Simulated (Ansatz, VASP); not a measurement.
# Ti (Titanium) in two plane-wave programs, part 2 of 2

Aim: how closely do two programs agree when they are given the same cell, functional and k mesh? The structure shown comes from an earlier Ansatz run, which isn't shown and may have moved the atoms alone.

VASP 6.6.1 and Ansatz 0.2.0.

So far: The structure; Ansatz: elastic constants, PBE.

## 3. VASP: elastic constants, PBE

Level of this step: PBE; plane waves and PAW (Ti_sv) (VASP).

The same cell, functional, mesh and smearing now go to VASP, with its own data sets.

Lines of VASP's logs that name or quote its potential files are left out, and so is its time.

File INCAR:

```
SYSTEM = Ti
PREC = Accurate
ENCUT = 500
EDIFF = 1E-08
NELM = 120
ISMEAR = -1
SIGMA = 0.15
LREAL = .FALSE.
ALGO = Normal
GGA = PE
NBANDS = 18
LASPH = .TRUE.
LORBIT = 11
LWAVE = .FALSE.
LCHARG = .FALSE.
ISIF = 3
IBRION = 6
NFREE = 2
POTIM = 0.015
NSW = 1
GGA_COMPAT = .FALSE.
KPAR = 2
```

File POSCAR:

```
Ti
1.0
    2.9405198670      0.0000000000      0.0000000000
   -1.4702599335      2.5465649052      0.0000000000
    0.0000000000      0.0000000000      4.6640031028
Ti
2
Direct
    0.3333333334      0.6666666668      0.2500000000
    0.6666666668      0.3333333334      0.7500000000
```

File KPOINTS:

```
Automatic mesh
0
Gamma
21 21 12
0 0 0
```

PAW data sets: Ti_sv (PBE family, release 64).

Run with:

```sh
> mpirun -np 2 vasp_std
```

Numbers of over 12 decimals in the logs are rounded to 6 here.

Output:

```text
[banner, memory and clock lines left out]
running    2 mpi-ranks, on    1 nodes
 distrk:  each k-point on    1 cores,    2 groups
 distr:  one band on    1 cores,    1 groups

 POSCAR found type information on POSCAR Ti
 POSCAR found :  1 types and       2 ions
 LDA part: xc-table for (Slater+PW92), standard interpolation
 POSCAR, INCAR and KPOINTS ok, starting setup
 FFT: planning ... GRIDC
 FFT: planning ... GRID_SOFT
 FFT: planning ... GRID
 WAVECAR not read
 entering main loop
       N       E                     dE             d eps       ncg     rms          rms(c)
DAV:   1     0.255586769067E+03    0.25559E+03   -0.13005E+04 12104   0.162E+03
DAV:   2     0.121532312693E+02   -0.24343E+03   -0.24032E+03 12300   0.450E+02
DAV:   3    -0.165613340903E+02   -0.28715E+02   -0.28363E+02 22848   0.127E+02
DAV:   4    -0.177699012788E+02   -0.12086E+01   -0.12073E+01 13772   0.273E+01
DAV:   5    -0.178318821742E+02   -0.61981E-01   -0.61968E-01 19190   0.436E+00    0.118E+01
DAV:   6    -0.157501887522E+02    0.20817E+01   -0.78521E+00 14250   0.291E+01    0.293E+00
DAV:   7    -0.157398801771E+02    0.10309E-01   -0.73857E-01 18468   0.653E+00    0.204E+00
DAV:   8    -0.157675365921E+02   -0.27656E-01   -0.21549E-01 14298   0.554E+00    0.715E-01
DAV:   9    -0.157583522236E+02    0.91844E-02   -0.51848E-02 14470   0.237E+00    0.614E-02
DAV:  10    -0.157586069865E+02   -0.25476E-03   -0.25159E-03 17784   0.350E-01    0.866E-02
DAV:  11    -0.157586571536E+02   -0.50167E-04   -0.21512E-04 14306   0.103E-01    0.293E-02
DAV:  12    -0.157586486155E+02    0.85382E-05   -0.28684E-05 16340   0.435E-02    0.103E-02
DAV:  13    -0.157586501684E+02   -0.15529E-05   -0.18716E-06 14142   0.126E-02    0.121E-03
DAV:  14    -0.157586503395E+02   -0.17116E-06   -0.31191E-07 18254   0.384E-03    0.949E-04
DAV:  15    -0.157586506121E+02   -0.27257E-06   -0.45006E-08 12686   0.178E-03    0.281E-04
DAV:  16    -0.157586506573E+02   -0.45206E-07   -0.49097E-09  7180   0.586E-04    0.107E-04
DAV:  17    -0.157586506461E+02    0.11237E-07   -0.12379E-09  6900   0.309E-04    0.199E-05
DAV:  18    -0.157586506450E+02    0.10900E-08   -0.33343E-10  6766   0.147E-04
   1 F= -.15758651E+02 E0= -.15662566E+02  d E =-.192170E+00
[... from here on, the cycles between the ionic steps are left out ...]
   2 F= -.15753295E+02 E0= -.15655512E+02  d E =-.195566E+00
   9 F= -.15757246E+02 E0= -.15660972E+02  d E =-.192548E+00
  10 F= -.15757766E+02 E0= -.15661508E+02  d E =-.192515E+00
  11 F= -.15757766E+02 E0= -.15661508E+02  d E =-.192515E+00
  12 F= -.15757766E+02 E0= -.15661499E+02  d E =-.192534E+00
  13 F= -.15757766E+02 E0= -.15661499E+02  d E =-.192534E+00
  14 F= -.15758520E+02 E0= -.15662405E+02  d E =-.192232E+00
  15 F= -.15758520E+02 E0= -.15662405E+02  d E =-.192232E+00
  16 F= -.15758270E+02 E0= -.15662242E+02  d E =-.192057E+00
 Finite differences progress:
  Degree of freedom:   8/  8
  Displacement:        1/  2
  Total:              15/ 16
 bond charge predicted
       N       E                     dE             d eps       ncg     rms          rms(c)
DAV:   1    -0.157358082054E+02    0.22462E-01   -0.28272E+00 23322   0.402E+01    0.308E-01
DAV:   2    -0.157584696803E+02   -0.22661E-01   -0.23392E-01 18786   0.493E+00    0.179E-01
DAV:   3    -0.157583080813E+02    0.16160E-03   -0.55992E-03 26600   0.803E-01    0.561E-02
DAV:   4    -0.157583015644E+02    0.65170E-05   -0.42984E-04 20374   0.222E-01    0.251E-02
DAV:   5    -0.157582693148E+02    0.32250E-04   -0.14795E-04 25580   0.150E-01    0.305E-03
DAV:   6    -0.157582704346E+02   -0.11198E-05   -0.17181E-05 22510   0.422E-02    0.179E-03
DAV:   7    -0.157582703789E+02    0.55625E-07   -0.10133E-06 24570   0.126E-02    0.456E-04
DAV:   8    -0.157582703821E+02   -0.31969E-08   -0.84011E-08 23786   0.337E-03
  17 F= -.15758270E+02 E0= -.15662242E+02  d E =-.192057E+00
 Finite differences progress:
  Degree of freedom:   8/  8
  Displacement:        2/  2
  Total:              16/ 16
```

Parts of OUTCAR (step 3):

```text
ion  position               nearest neighbor table
   1  0.333  0.667  0.250-   2 2.88   2 2.88   2 2.88   2 2.88   2 2.88   2 2.88
   2  0.667  0.333  0.750-   1 2.88   1 2.88   1 2.88   1 2.88   1 2.88   1 2.88

  LATTYP: Found a hexagonal cell.
 ALAT       =     2.9405198670
 C/A-ratio  =     1.5861151476

 Subroutine GETGRP returns: Found 24 space group operations
 (whereof 12 operations were pure point group operations)

The static configuration has the point symmetry D_3d.
 The point group associated with its full space group is D_6h.

 Found    336 irreducible k-points:

   k-points           NKPTS =    336   k-points in BZ     NKDIM =    336   number of bands    NBANDS=     18

   dimension x,y,z NGX =    24 NGY =   24 NGZ =   36
   dimension x,y,z NGXF=    48 NGYF=   48 NGZF=   72

   ENCUT  =  500.0 eV  36.75 Ry    6.06 a.u.   5.36  5.36  8.50*2*pi/ulx,y,z

   NELECT =      24.0000    total number of electrons

 k-points in reciprocal lattice and weights: Automatic mesh
   0.00000000  0.00000000  0.00000000       0.000
   0.04761905 -0.00000000  0.00000000       0.001
   0.09523810  0.00000000  0.00000000       0.001
   0.14285714  0.00000000  0.00000000       0.001
   0.19047619  0.00000000  0.00000000       0.001
   0.23809524  0.00000000  0.00000000       0.001
   0.28571429  0.00000000  0.00000000       0.001
   0.33333333  0.00000000  0.00000000       0.001
   0.38095238  0.00000000  0.00000000       0.001
[...]
0.33333333  0.28571429  0.50000000       0.002
   0.33333333  0.33333333  0.50000000       0.000

 average (electrostatic) potential at core
       1 -72.5122       2 -72.5122

 E-fermi :   8.2390

 k-point     1 :       0.0000    0.0000    0.0000
  band No.  band energies     occupation
    ...
      6     -24.4453      2.00000
      7     -24.4280      2.00000
      8     -24.4280      2.00000
      9       2.0810      2.00000
     10       5.6079      2.00000
     11       9.0181      0.01104
     12       9.0563      0.00857
     13       9.0563      0.00857
     14       9.1820      0.00372
     15       9.5466      0.00033
    ...

 k-point     2 :       0.0476   -0.0000    0.0000
  band No.  band energies     occupation
    ...
      6     -24.4473      2.00000
      7     -24.4387      2.00000
      8     -24.4294      2.00000
      9       2.1448      2.00000
     10       5.6589      2.00000
     11       8.8782      0.02783
     12       8.9265      0.02024
     13       9.1011      0.00636
     14       9.2977      0.00172
     15       9.5134      0.00041
    ...

 k-point     3 :       0.0952    0.0000    0.0000
  band No.  band energies     occupation
    ...
      6     -24.4695      2.00000
      7     -24.4535      2.00000
      8     -24.4334      2.00000
      9       2.3337      2.00000
     10       5.8058      2.00000
     11       8.5801      0.18660
     12       8.6809      0.09989
     13       9.2338      0.00263
     14       9.3903      0.00093
     15       9.4898      0.00048
    ...

  Total       -0.0675601     -0.0675601     -0.0662680      0.0000000     -0.0000000      0.0000000
  in kB       -3.0992961     -3.0992961     -3.0400233      0.0000000     -0.0000000      0.0000000
  external PRESSURE =      -3.0795385 kB  Pullay stress =       0.0000000 kB

  energy-cutoff  :      500.00
  volume of cell :       34.93
      direct lattice vectors                 reciprocal lattice vectors
     2.940519867  0.000000000  0.000000000     0.340075920  0.196342924  0.000000000
    -1.470259933  2.546564905  0.000000000     0.000000000  0.392685848  0.000000000
     0.000000000  0.000000000  4.664003103     0.000000000  0.000000000  0.214408091

 POSITION                                       TOTAL-FORCE (eV/Angst)
 -----------------------------------------------------------------------------------
      0.00000      1.69771      1.15100         0.000000      0.000000      0.050757
      1.47026      0.84885      3.49800        -0.000000     -0.000000     -0.050757
 -----------------------------------------------------------------------------------
    total drift:                               -0.000001     -0.000001     -0.000263

  FREE ENERGIE OF THE ION-ELECTRON SYSTEM (eV)
  ---------------------------------------------------
  free  energy   TOTEN  =       -15.7582703821 eV

  energy  without entropy=      -15.5662132139  energy(sigma->0) =      -15.66224180

  SYMMETRIZED ELASTIC MODULI (kBar)
 Direction    XX          YY          ZZ          XY          YZ          ZX
 --------------------------------------------------------------------------------
 XX        1827.5700    684.1045    745.6526      0.0000     -0.0000     -0.0000
 YY         684.1045   1827.5700    745.6526      0.0000      0.0000     -0.0000
 ZZ         745.6526    745.6526   1818.2559      0.0000      0.0000      0.0000
 XY           0.0000      0.0000      0.0000    571.7327     -0.0000      0.0000
 YZ          -0.0000      0.0000      0.0000      0.0000    360.0416      0.0000
 ZX           0.0000     -0.0000      0.0000     -0.0000      0.0000    360.0415
 --------------------------------------------------------------------------------

 Eigenvectors and eigenvalues of the dynamical matrix
 ----------------------------------------------------

   1 f  =    5.876107 THz    36.920668 2PiTHz  196.005826 cm-1    24.301614 meV
             X         Y         Z           dx          dy          dz
      0.000000  1.697710  1.166001     0.000000    0.000000   -0.707107
      1.470260  0.848855  3.498002     0.000000    0.000000    0.707107

   2 f  =    3.435150 THz    21.583686 2PiTHz  114.584283 cm-1    14.206634 meV
             X         Y         Z           dx          dy          dz
      0.000000  1.697710  1.166001     0.000000   -0.707107    0.000000
      1.470260  0.848855  3.498002     0.000000    0.707107    0.000000

   3 f  =    3.435150 THz    21.583686 2PiTHz  114.584283 cm-1    14.206634 meV
             X         Y         Z           dx          dy          dz
      0.000000  1.697710  1.166001    -0.707107    0.000000    0.000000
      1.470260  0.848855  3.498002     0.707107    0.000000    0.000000

   4 f  =    0.000000 THz     0.000000 2PiTHz    0.000000 cm-1     0.000000 meV
             X         Y         Z           dx          dy          dz
      0.000000  1.697710  1.166001     0.707107    0.000000    0.000000
      1.470260  0.848855  3.498002     0.707107    0.000000    0.000000

   5 f  =    0.000000 THz     0.000000 2PiTHz    0.000000 cm-1     0.000000 meV
             X         Y         Z           dx          dy          dz
      0.000000  1.697710  1.166001     0.000000    0.707107    0.000000
      1.470260  0.848855  3.498002     0.000000    0.707107    0.000000

   6 f  =    0.000000 THz     0.000000 2PiTHz    0.000000 cm-1     0.000000 meV
             X         Y         Z           dx          dy          dz
      0.000000  1.697710  1.166001     0.000000    0.000000    0.707107
      1.470260  0.848855  3.498002     0.000000    0.000000    0.707107

 ELASTIC MODULI CONTR FROM IONIC RELAXATION (kBar)
 Direction    XX          YY          ZZ          XY          YZ          ZX
 --------------------------------------------------------------------------------
 XX        -329.1086    329.1086      0.0000     -0.0000      0.0000      0.0000
 YY         329.1086   -329.1086     -0.0000      0.0000      0.0000      0.0000
 ZZ           0.0000     -0.0000     -0.0000      0.0000      0.0000      0.0000
 XY          -0.0000      0.0000      0.0000   -329.1086      0.0000      0.0000
 YZ           0.0000      0.0000      0.0000      0.0000      0.0000      0.0000
 ZX           0.0000      0.0000      0.0000      0.0000      0.0000      0.0000
 --------------------------------------------------------------------------------

 TOTAL ELASTIC MODULI (kBar)
 Direction    XX          YY          ZZ          XY          YZ          ZX
 --------------------------------------------------------------------------------
 XX        1498.4614   1013.2131    745.6526     -0.0000     -0.0000     -0.0000
 YY        1013.2131   1498.4614    745.6526      0.0000      0.0000     -0.0000
 ZZ         745.6526    745.6526   1818.2559      0.0000      0.0000      0.0000
 XY          -0.0000      0.0000      0.0000    242.6241     -0.0000      0.0000
 YZ          -0.0000      0.0000      0.0000      0.0000    360.0416      0.0000
 ZX           0.0000     -0.0000      0.0000     -0.0000      0.0000    360.0415
 --------------------------------------------------------------------------------

 total charge
# of ion       s       p       d       tot
------------------------------------------
    1        2.248   6.119   1.878  10.245
    2        2.248   6.119   1.878  10.245
--------------------------------------------------
tot          4.497  12.238   3.755  20.490

[... 3 further parts left out ...]
```

The last energy, forces, stress and levels in OUTCAR belong to the last displaced cell, not to the cell of POSCAR.

Levels, forces or a CONTCAR printed for this step are those of its last displaced cell, not of the structure at rest.

## 4. Differences

Known differences besides the potentials themselves: the cutoff is 420 eV in Ansatz and 500 eV in VASP; VASP takes each elastic constant from one size of strain, Ansatz from those that its log lists. Total energies have different zeros and are not compared.

The two programs side by side:

```
 quantity  Ansatz   VASP  difference
C11 (GPa)   149.3  149.8     -0.38 %
C22 (GPa)   149.3  149.8     -0.38 %
C33 (GPa)   181.6  181.8     -0.12 %
C12 (GPa)   102.6  101.3     +1.22 %
C13 (GPa)    75.1   74.6     +0.69 %
C23 (GPa)    75.1   74.6     +0.69 %
C44 (GPa)    35.5   36.0     -1.44 %
C55 (GPa)    35.5   36.0     -1.44 %
C66 (GPa)    23.4   24.3     -3.70 %
```

## 5. Summary of results

```json
{
  "difference in C66 (elastic constants, PBE)": "-3.7 %"
}
```

In words: The difference in C66 is -3.7 % (elastic constants, PBE), within the 5 % picked in this series as the mark of a large difference. Such differences can come from data sets, numerical settings and the points named under the comparisons, not from the functional's error against experiment.

[Lines on the potential files, build, host, timing and source positions are cut from VASP's logs without a mark.]

[Logs are printed without paths, hosts, clocks, repeated set-up lines and the standing remarks that a program may print on its own settings, such as how far it seeks lower states.]

[Hosts, paths, dates, database ids (printed as entryN), source tags and the programs' standing remarks are cut or masked in the printed files.]
